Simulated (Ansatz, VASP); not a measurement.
# Cross-check of Hf2GeO6 (amorphous 67HfO2-33GeO2 (mol %)) between VASP and Ansatz

Aim: how closely do two programs agree when they are given the same cell, functional and k mesh? Of the first pair: The structure shown is the start of the Ansatz relaxation below; VASP solves that cell, so the two are compared at the walk's first step.

Calculated with Ansatz 0.2.0; plane waves, with VASP 6.6.1 beside it; single point at PBE.

## 1. The starting structure

The cell holds 72 atoms: 16 Hf, 8 Ge and 48 O. Cell: a = 10.335 Å, b = 9.541 Å, c = 10.132 Å, α = 91.3°, β = 92.0°, γ = 93.5°. As first built, before any earlier steps moved the atoms (in the runner's words): 72 atoms (16 Zr, 8 Ge, 48 O) placed at random at 4.59 g/cm^3, melted at 5000 K for 10 ps at fixed volume with the Morse and Coulomb pair potential with partial charges (Pedone, Malavasi, Menziani, Cormack and Segre, J. Phys. Chem. B 110, 11780 (2006)). Quenched from 5000 K to 300 K at 20 K/ps and fixed volume, held 10 ps at zero pressure, then minimised at fixed cell. Then Zr was replaced by Hf and the cell scaled by 1.008 (the potential has no terms for the new elements, so the cell is a start for a DFT relaxation).

## 2. Ansatz: relaxation, PBE

Ansatz runs on its PAW soft_1 files.

The two programs are compared at the cell with which this relaxation starts, whose forces are those of its first step.

Contents of input.yaml:

```yaml
crystal:
  lattice:
    - [10.32904, -0.30441, -0.17877]
    - [-0.30137, 9.53515, -0.11213]
    - [-0.17698, -0.11213, 10.12958]
  atoms:
    - { symbol: Hf, position: [0.7942, 0.82939, 0.21034] }
    - { symbol: Hf, position: [0.48937, 0.63773, 0.72202] }
    - { symbol: Hf, position: [0.76765, 0.35137, 0.69791] }
    - { symbol: Hf, position: [0.29121, 0.93182, 0.86049] }
    - { symbol: Hf, position: [0.47913, 0.33942, 0.91164] }
    - { symbol: Hf, position: [0.85131, 0.19984, 0.36762] }
    - { symbol: Hf, position: [0.52269, 0.68803, 0.34443] }
    - { symbol: Hf, position: [0.47017, 0.10989, 0.64404] }
    - { symbol: Hf, position: [0.76611, 0.6417, 0.92806] }
    - { symbol: Hf, position: [0.17359, 0.82996, 0.22606] }
    - { symbol: Hf, position: [0.00221, 0.13008, 0.70995] }
    - { symbol: Hf, position: [0.48117, 0.27736, 0.29352] }
    - { symbol: Hf, position: [0.07373, 0.51814, 0.39362] }
    - { symbol: Hf, position: [0.20062, 0.18522, 0.43142] }
    - { symbol: Hf, position: [0.98591, 0.92184, 0.9733] }
    - { symbol: Hf, position: [0.72314, 0.42978, 0.1848] }
    - { symbol: Ge, position: [0.73935, 0.88357, 0.68203] }
    - { symbol: Ge, position: [0.00658, 0.63218, 0.73814] }
    - { symbol: Ge, position: [0.21856, 0.41576, 0.13027] }
    - { symbol: Ge, position: [0.22078, 0.42909, 0.67804] }
    - { symbol: Ge, position: [0.8075, 0.61167, 0.49263] }
    - { symbol: Ge, position: [0.15581, 0.87478, 0.55562] }
    - { symbol: Ge, position: [0.46352, 0.92646, 0.15185] }
    - { symbol: Ge, position: [0.92638, 0.28839, 0.01318] }
    - { symbol: O, position: [0.09081, 0.34664, 0.03068] }
    - { symbol: O, position: [0.16857, 0.25008, 0.64278] }
    - { symbol: O, position: [0.38257, 0.44194, 0.73869] }
    - { symbol: O, position: [0.87355, 0.52357, 0.34347] }
    - { symbol: O, position: [0.34293, 0.42153, 0.01879] }
    - { symbol: O, position: [0.19487, 0.0151, 0.31639] }
    - { symbol: O, position: [0.72204, 0.62942, 0.12526] }
    - { symbol: O, position: [0.11287, 0.03081, 0.83717] }
    - { symbol: O, position: [0.97477, 0.56804, 0.5633] }
    - { symbol: O, position: [0.44318, 0.08799, 0.22497] }
    - { symbol: O, position: [0.04521, 0.29754, 0.3864] }
    - { symbol: O, position: [0.27854, 0.31364, 0.26798] }
    - { symbol: O, position: [0.48369, 0.68013, 0.53027] }
    - { symbol: O, position: [0.86737, 0.29208, 0.18934] }
    - { symbol: O, position: [0.84763, 0.5364, 0.76929] }
    - { symbol: O, position: [0.91561, 0.27339, 0.82426] }
    - { symbol: O, position: [0.12307, 0.51118, 0.789] }
    - { symbol: O, position: [0.83516, 0.00607, 0.32004] }
    - { symbol: O, position: [0.11867, 0.7846, 0.70066] }
    - { symbol: O, position: [0.71476, 0.71506, 0.37678] }
    - { symbol: O, position: [0.79199, 0.84955, 0.01111] }
    - { symbol: O, position: [0.86401, 0.98272, 0.76936] }
    - { symbol: O, position: [0.70037, 0.48265, 0.5595] }
    - { symbol: O, position: [0.98699, 0.82458, 0.16995] }
    - { symbol: O, position: [0.13725, 0.75221, 0.41852] }
    - { symbol: O, position: [0.30686, 0.96682, 0.61181] }
    - { symbol: O, position: [0.59643, 0.25961, 0.74256] }
    - { symbol: O, position: [0.84034, 0.77573, 0.59106] }
    - { symbol: O, position: [0.2239, 0.48749, 0.5141] }
    - { symbol: O, position: [0.40547, 0.2143, 0.4799] }
    - { symbol: O, position: [0.1633, 0.56821, 0.21806] }
    - { symbol: O, position: [0.06417, 0.02754, 0.53381] }
    - { symbol: O, position: [0.57101, 0.30993, 0.0882] }
    - { symbol: O, position: [0.58969, 0.51893, 0.87135] }
    - { symbol: O, position: [0.1874, 0.88266, 0.02849] }
    - { symbol: O, position: [0.44748, 0.92923, 0.98411] }
    - { symbol: O, position: [0.96035, 0.72116, 0.88837] }
    - { symbol: O, position: [0.60111, 0.863, 0.22609] }
    - { symbol: O, position: [0.36668, 0.75691, 0.78904] }
    - { symbol: O, position: [0.53112, 0.4932, 0.28222] }
    - { symbol: O, position: [0.36977, 0.78577, 0.2359] }
    - { symbol: O, position: [0.93325, 0.10474, 0.02873] }
    - { symbol: O, position: [0.81318, 0.43047, 0.00243] }
    - { symbol: O, position: [0.6729, 0.27399, 0.34322] }
    - { symbol: O, position: [0.61363, 0.98336, 0.6175] }
    - { symbol: O, position: [0.8573, 0.22159, 0.57493] }
    - { symbol: O, position: [0.3904, 0.13378, 0.82354] }
    - { symbol: O, position: [0.65888, 0.75586, 0.78214] }
kpoints:
  mp_grid: { grid: [1, 1, 1] }
hamiltonian:
  xc: pbe
  pseudopotentials: { kind: paw, azcp: { folder: soft_1 } }
scf:
  occupations: { method: gaussian, width: 0.025 }
output:
  forces: true
  eigenvalues: true
  stress: true
relax:
  f_tol: 0.05
  max_steps: 70
```

The run is started by

```
$ ansatz run input.yaml --threads 4 --pin off --max-ram 8192MiB --backend cpu --events-out ev --progress --plain --runs-dir out
```

Numbers of over 12 decimals in the logs are rounded to 6 here.

Output:

```text
Warning: output.stress: scf.convergence.dr2_threshold = 1e-7 eV (the SCF's general default) is looser than the 7.2e-9 eV advised for a printed stress (1e-10 eV for each atom of the cell: 72). What an SCF threshold leaves in a stress goes as its square root, and in the free energy as the threshold itself, and one threshold admits the most on a small cell: [figures from the program's tests cut] Every solve of this run  [...]
Engine: ansatz 0.2.0, aarch64-unknown-linux-gnu
Pseudopotentials: kind: paw
Pseudopotential: Hf, paw, valence charge 26, recommended cutoff 420 eV (normal), soft_1/Hf.paw.azcp
Pseudopotential: Ge, paw, valence charge 14, recommended cutoff 420 eV (normal), soft_1/Ge.paw.azcp
Pseudopotential: O, paw, valence charge 6, recommended cutoff 420 eV (normal), soft_1/O.paw.azcp
Functional definition: PBE
  parameter kappa = 0.804
  parameter beta = 0.066725
  exchange = pbe_x(kappa = kappa, mu = beta*pi^2/3)
  correlation = pbe_c(beta = beta)
Crystal: 72 atoms, lattice volume = 996.279 Å³
Basis set: ecut = 420 eV, 19429 PW (Γ), exchange–correlation on 144×128×144 points (8 copies of the dense FFT grid, shifted against one another)
Bands: 490, of which v1, the nominal top of the filled ones, is band 408 counted from 1 (407 counted from 0)
Symmetry: 1 space group operations
Space group: P1 (ITA 1), of the structure as read, at distance tolerance 1.0e-4 Å
k-points: 1
Non-local potential: Hf, projectors of the file, l = 0: 3, l = 1: 2, l = 2: 2, l = 3: 3
Non-local potential: Ge, projectors of the file, l = 0: 2, l = 1: 2, l = 2: 3, l = 3: 1
Non-local potential: O, projectors of the file, l = 0: 2, l = 1: 2, l = 2: 1
PAW form: soft (Blöchl's): semilocal exchange-correlation on the pseudo side does not see the compensation charge
PAW one-centre angular grid: Hf, 590 points (default); XC on 64 Gauss nodes
PAW one-centre angular grid: Ge, 590 points (default); XC on 64 Gauss nodes
PAW one-centre angular grid: O, 110 points (default); XC on 64 Gauss nodes
Initial density: superposition of atomic densities (chi_scale 0.1, normalization cell, long waves kept (reshape's long-wave potential 0.77 eV rms))
Initial wavefunctions: pseudopotential atomic-orbital guess
Functional: x = pbe(κ = 0.804, μ = 0.219515), c = pbe(β = 0.066725)
SCF iter   1: F=—  HF=-313281.717892 eV  |F-HF|=—  |Δ(HF+E_count)|=         —  Δρ=1.18e-1  dr2=3.55e2  ethr=3.10e-3  ⟨swp⟩=6.0  Hψ=1539  notcnv=0  defer=56
preconditioner: auto → LDOS  [insulator: Δε(μ)=0.073 eV  Ē_g=16.132 eV  σ=0.025 eV  W_gap=0.96  n_scr=304 (ndim 8)  ℏωp=30.9 eV  f_vac=0.113  D(μ)=10.83/eV (n_scr^D=44)  ε∞_Penn≈4.7  β→1.0]
SCF iter   2: F=—  HF=-313263.938060 eV  |F-HF|=—  |Δ(HF+E_count)|=    1.78e1  Δρ=9.07e-2  dr2=1.01e2  ethr=3.10e-3  ⟨swp⟩=4.0  Hψ=1298  notcnv=0  defer=75
preconditioner: auto → Resta (q_TF=auto, 2.639 Å⁻¹)  ε∞=4.5  [insulator: Δε(μ)=1.416 eV  Ē_g=17.623 eV  σ=0.025 eV  W_gap=1.00  n_scr=304 (ndim 8)  ℏωp=32.9 eV  f_vac=0.178  D(μ)=0.00/eV (n_scr^D=0)  ε∞_Penn≈4.5  β→0.5]
SCF iter   3: F=—  HF=-313231.648585 eV  |F-HF|=—  |Δ(HF+E_count)|=    3.23e1  Δρ=4.19e-2  dr2=1.34e1  ethr=3.10e-3  ⟨swp⟩=4.0  Hψ=1176  notcnv=0  defer=77
SCF iter   4: F=—  HF=-313228.367317 eV  |F-HF|=—  |Δ(HF+E_count)|=    3.28e0  Δρ=1.48e-2  dr2=2.34e0  ethr=1.65e-3  ⟨swp⟩=3.0  Hψ=875  notcnv=0  defer=77
SCF iter   5: F=—  HF=-313228.130242 eV  |F-HF|=—  |Δ(HF+E_count)|=   2.37e-1  Δρ=5.64e-3  dr2=3.35e-1  ethr=2.86e-4  ⟨swp⟩=4.0  Hψ=970  notcnv=0  defer=77
SCF iter   6: F=—  HF=-313228.155361 eV  |F-HF|=—  |Δ(HF+E_count)|=   2.51e-2  Δρ=2.73e-3  dr2=9.85e-2  ethr=4.11e-5  ⟨swp⟩=4.0  Hψ=763  notcnv=0  defer=77
SCF iter   7: F=—  HF=-313228.137336 eV  |F-HF|=—  |Δ(HF+E_count)|=   1.80e-2  Δρ=1.10e-3  dr2=1.60e-2  ethr=1.21e-5  ⟨swp⟩=4.0  Hψ=830  notcnv=0  defer=77
SCF iter   8: F=—  HF=-313228.143074 eV  |F-HF|=—  |Δ(HF+E_count)|=   5.74e-3  Δρ=6.34e-4  dr2=4.55e-3  ethr=1.96e-6  ⟨swp⟩=2.0  Hψ=902  notcnv=0  defer=77
[...]
--- Relaxed structure (7 steps of the walk, 7 accepted, 0 SCFs on fresh bases) ---
  F+E_penalty+E_count = -313228.19564029 eV   max|allowed force component| = 3.321e-2 eV/Å
  atoms:
    - { symbol: Hf, position: [0.793212, 0.831314, 0.210526] }
    - { symbol: Hf, position: [0.490385, 0.634914, 0.718974] }
    - { symbol: Hf, position: [0.766866, 0.353097, 0.697328] }
    - { symbol: Hf, position: [0.292949, 0.928963, 0.859794] }
    - { symbol: Hf, position: [0.480397, 0.337902, 0.912072] }
    - { symbol: Hf, position: [0.851715, 0.199243, 0.368485] }
    - { symbol: Hf, position: [0.522111, 0.688485, 0.343218] }
    - { symbol: Hf, position: [0.470163, 0.108989, 0.643243] }
    - { symbol: Hf, position: [0.765397, 0.642545, 0.930063] }
    - { symbol: Hf, position: [0.173322, 0.829169, 0.225556] }
    - { symbol: Hf, position: [0.0023206, 0.131559, 0.711524] }
    - { symbol: Hf, position: [0.480382, 0.276261, 0.289975] }
    - { symbol: Hf, position: [0.074678, 0.518068, 0.394213] }
    - { symbol: Hf, position: [0.200546, 0.183596, 0.431652] }
    - { symbol: Hf, position: [0.985431, 0.923010, 0.972584] }
    - { symbol: Hf, position: [0.723824, 0.432834, 0.187380] }
    - { symbol: Ge, position: [0.739876, 0.883181, 0.682840] }
    - { symbol: Ge, position: [0.00620498, 0.632551, 0.738921] }
    - { symbol: Ge, position: [0.219083, 0.416972, 0.130379] }
    - { symbol: Ge, position: [0.221021, 0.428914, 0.678085] }
    - { symbol: Ge, position: [0.806967, 0.612535, 0.493578] }
    - { symbol: Ge, position: [0.154183, 0.874652, 0.555203] }
    - { symbol: Ge, position: [0.463280, 0.926720, 0.148897] }
    - { symbol: Ge, position: [0.926424, 0.289432, 0.014810] }
    - { symbol: O, position: [0.092616, 0.346752, 0.028442] }
    - { symbol: O, position: [0.169308, 0.249833, 0.642775] }
    - { symbol: O, position: [0.384095, 0.438913, 0.738376] }
    - { symbol: O, position: [0.872520, 0.523130, 0.344091] }
    - { symbol: O, position: [0.345584, 0.423279, 0.020208] }
    - { symbol: O, position: [0.193581, 0.013830, 0.317042] }
    - { symbol: O, position: [0.715941, 0.632149, 0.126490] }
    - { symbol: O, position: [0.114298, 0.031110, 0.837132] }
    - { symbol: O, position: [0.974513, 0.565964, 0.564096] }
    - { symbol: O, position: [0.435595, 0.090680, 0.212991] }
    - { symbol: O, position: [0.045124, 0.298113, 0.387796] }
    - { symbol: O, position: [0.276828, 0.314815, 0.269000] }
    - { symbol: O, position: [0.481775, 0.681601, 0.528199] }
    - { symbol: O, position: [0.867374, 0.291735, 0.190301] }
    - { symbol: O, position: [0.846793, 0.537229, 0.770183] }
    - { symbol: O, position: [0.912750, 0.273590, 0.826048] }
    - { symbol: O, position: [0.123312, 0.510895, 0.789683] }
    - { symbol: O, position: [0.839107, 0.00557397, 0.321455] }
    - { symbol: O, position: [0.118088, 0.784912, 0.700768] }
    - { symbol: O, position: [0.715721, 0.716852, 0.377462] }
    - { symbol: O, position: [0.789593, 0.851276, 0.011306] }
    - { symbol: O, position: [0.864484, 0.982364, 0.771762] }
    - { symbol: O, position: [0.696354, 0.485967, 0.560723] }
    - { symbol: O, position: [0.986210, 0.822299, 0.168140] }
[...]
- { symbol: O, position: [0.369892, 0.784186, 0.232439] }
    - { symbol: O, position: [0.933753, 0.105650, 0.029906] }
    - { symbol: O, position: [0.818094, 0.437448, 0.00753011] }
    - { symbol: O, position: [0.671888, 0.272553, 0.344496] }
    - { symbol: O, position: [0.614522, 0.982959, 0.616108] }
    - { symbol: O, position: [0.857084, 0.222402, 0.575786] }
    - { symbol: O, position: [0.391294, 0.130578, 0.824203] }
    - { symbol: O, position: [0.658375, 0.755344, 0.781878] }
```

## 3. VASP: single point, PBE, start cell, pair 1

The same cell, functional, mesh and smearing now go to VASP, with its own data sets.

Lines of VASP's logs that name or quote its potential files are left out, and so is its time.

Contents of INCAR:

```
SYSTEM = Hf2GeO6
PREC = Accurate
ENCUT = 520
EDIFF = 1E-06
NELM = 120
ISMEAR = 0
SIGMA = 0.025
LREAL = Auto
ALGO = Normal
GGA = PE
NBANDS = 336
LASPH = .TRUE.
LORBIT = 11
LWAVE = .FALSE.
LCHARG = .FALSE.
ISIF = 2
GGA_COMPAT = .FALSE.
EFERMI = MIDGAP
NCORE = 2
```

Contents of POSCAR:

```
Hf2GeO6
1.0
   10.3290400000     -0.3044100000     -0.1787700000
   -0.3013700000      9.5351500000     -0.1121300000
   -0.1769800000     -0.1121300000     10.1295800000
Hf Ge O
16 8 48
Direct
    0.7941957107      0.8293888174      0.2103421598
    0.4893654820      0.6377275883      0.7220232489
    0.7676519350      0.3513670512      0.6979096788
    0.2912093047      0.9318190310      0.8604941523
    0.4791278999      0.3394150399      0.9116382222
    0.8513071192      0.1998360994      0.3676160113
    0.5226920374      0.6880262149      0.3444259323
    0.4701696212      0.1098924252      0.6440419505
    0.7661055933      0.6416965692      0.9280552731
    0.1735914608      0.8299597933      0.2260603438
    0.0022122514      0.1300849988      0.7099486766
    0.4811710875      0.2773617116      0.2935185392
    0.0737256727      0.5181438316      0.3936174458
    0.2006163590      0.1852246774      0.4314229642
    0.9859065932      0.9218371929      0.9732995964
    0.7231388587      0.4297837532      0.1848020536
    0.7393509628      0.8835667531      0.6820271040
    0.0065792765      0.6321841397      0.7381414614
    0.2185636977      0.4157606621      0.1302711342
    0.2207770220      0.4290897992      0.6780421446
    0.8075023749      0.6116684578      0.4926308478
    0.1558098375      0.8747772451      0.5556245073
    0.4635165361      0.9264590150      0.1518470362
    0.9263829488      0.2883938418      0.0131838715
    0.0908117080      0.3466421031      0.0306827517
    0.1685661730      0.2500839509      0.6427785247
    0.3825739945      0.4419425990      0.7386927964
    0.8735541191      0.5235713680      0.3434666913
    0.3429325591      0.4215349987      0.0187937479
    0.1948725651      0.0151018424      0.3163932501
    0.7220378766      0.6294228436      0.1252624388
    0.1128706252      0.0308049987      0.8371652177
    0.9747744110      0.5680449177      0.5632963359
    0.4431810370      0.0879939065      0.2249742073
    0.0452079059      0.2975399964      0.3863975582
    0.2785399772      0.3136436636      0.2679838113
    0.4836864728      0.6801254706      0.5302718474
    0.8673733897      0.2920842959      0.1893377369
    0.8476300543      0.5364034626      0.7692893235
    0.9156098342      0.2733932253      0.8242631138
    0.1230695017      0.5111753819      0.7889980858
    0.8351571293      0.0060739886      0.3200411188
    0.1186710543      0.7846011514      0.7006600621
    0.7147596996      0.7150625551      0.3767833963
    0.7919900361      0.8495551205      0.0111104976
    0.8640128136      0.9827199379      0.7693558822
    0.7003726284      0.4826497166      0.5595024796
    0.9869921622      0.8245813214      0.1699482992
    0.1372502430      0.7522073110      0.4185248778
    0.3068581121      0.9668240990      0.6118088816
    0.5964307666      0.2596102723      0.7425612936
    0.8403382412      0.7757280320      0.5910619840
    0.2239027277      0.4874914351      0.5140972780
    0.4054699641      0.2142955931      0.4799029012
    0.1633002102      0.5682093980      0.2180649640
    0.0641659745      0.0275390261      0.5338087958
    0.5710126743      0.3099281993      0.0882003187
    0.5896871860      0.5189337470      0.8713496926
    0.1873988798      0.8826647180      0.0284882979
    0.4474771938      0.9292317842      0.9841069677
    0.9603467227      0.7211582830      0.8883729298
    0.6011106864      0.8630001552      0.2260931613
    0.3666802884      0.7569147822      0.7890380736
    0.5311221827      0.4931987459      0.2822181263
    0.3697688431      0.7857677420      0.2359043231
    0.9332473663      0.1047399217      0.0287258819
    0.8131793260      0.4304717474      0.0024325653
    0.6729004622      0.2739887004      0.3432241780
    0.6136329853      0.9833549355      0.6175046505
    0.8573045766      0.2215947394      0.5749308221
    0.3904008646      0.1337771535      0.8235378362
    0.6588819094      0.7558634662      0.7821393670
```

Contents of KPOINTS:

```
Automatic mesh
0
Gamma
1 1 1
0 0 0
```

The projector-augmented-wave data sets are Hf_pv, Ge_d and O (PBE family, release 64).

The run is started by

```
$ mpirun -np 8 vasp_gam
```

Output:

```text
[banner, memory and clock lines left out]
running    8 mpi-ranks, on    1 nodes
[...]
LDA part: xc-table for (Slater+PW92), standard interpolation
 POSCAR, INCAR and KPOINTS ok, starting setup
[...]
entering main loop
       N       E                     dE             d eps       ncg     rms          rms(c)
DAV:   1     0.142600764421E+05    0.14260E+05   -0.23434E+05  1000   0.318E+03
DAV:   2     0.265924533102E+04   -0.11601E+05   -0.10697E+05   744   0.104E+03
DAV:   3    -0.372786231551E+03   -0.30320E+04   -0.28482E+04   768   0.324E+02
DAV:   4    -0.728494191189E+03   -0.35571E+03   -0.34991E+03   792   0.128E+02
[...]
DAV:  16    -0.632313910203E+03   -0.13513E-04   -0.31027E-05   872   0.178E-02    0.192E-02
DAV:  17    -0.632313911538E+03   -0.13353E-05   -0.95156E-06   816   0.110E-02    0.171E-02
DAV:  18    -0.632313911329E+03    0.20902E-06   -0.49505E-06   688   0.669E-03
   1 F= -.63231391E+03 E0= -.63231391E+03  d E =0.000000E+00
```

Parts of OUTCAR (step 3):

```text
  Total        9.7020452     -3.2346811     -3.1631561     -0.2613977     -0.2629848      0.5682962
  in kB       15.6024577     -5.2018904     -5.0868666     -0.4203697     -0.4229220      0.9139121
  external PRESSURE =       1.7712336 kB  Pullay stress =       0.0000000 kB

 POSITION                                       TOTAL-FORCE (eV/Angst)
 -----------------------------------------------------------------------------------
      7.91610      7.64300      1.89570        -0.043487     -0.019932     -0.040260
      4.73470      5.85090      7.15480         0.088790     -0.122977     -0.100245
      7.69970      3.03840      6.89290         0.145252      0.143867     -0.053874
      2.57480      8.69990      8.55990         0.025144     -0.000138     -0.002298
      4.68530      2.98830      9.11080         0.019780      0.032612     -0.039599
      8.66790      1.60510      3.54920         0.091819     -0.094152     -0.034586
      5.13060      6.36270      3.31830        -0.140520     -0.070997      0.037008
      4.70930      0.83250      6.42750        -0.112715      0.068203      0.023410
      7.55550      5.78140      9.19190        -0.009794     -0.032758      0.118230
      1.50290      7.83560      2.16580         0.009252      0.086372      0.154431
     -0.14200      1.16010      7.17650        -0.041169      0.030259     -0.052177
      4.83450      2.46530      2.85610        -0.095237     -0.085142     -0.087880
      0.53570      4.87400      3.91590         0.060729      0.046205     -0.043269
      1.94000      1.65670      4.31350        -0.015930     -0.152782     -0.031724
[...]
-----------------------------------------------------------------------------------
    total drift:                                0.008171      0.004602     -0.009385

  FREE ENERGIE OF THE ION-ELECTRON SYSTEM (eV)
  ---------------------------------------------------
  free  energy   TOTEN  =      -632.3139113289 eV

  energy  without entropy=     -632.3139113289  energy(sigma->0) =     -632.31391133

[... 3 further parts left out ...]
[key lines of the parts left out:]
E-fermi :   3.2096
```

The run ends at a pressure of 0.18 GPa, with forces up to 0.33 eV/Å.

(Part 1 of 3 ends here.)

[Lines on the potential files, build, host, timing and source positions are cut from VASP's logs without a mark.]

[Logs are printed without paths, hosts, clocks, repeated set-up lines and the standing remarks that a program may print on its own settings, such as how far it seeks lower states.]

[Hosts, paths, dates, database ids (printed as entryN), source tags and the programs' standing remarks are cut or masked in the printed files.]
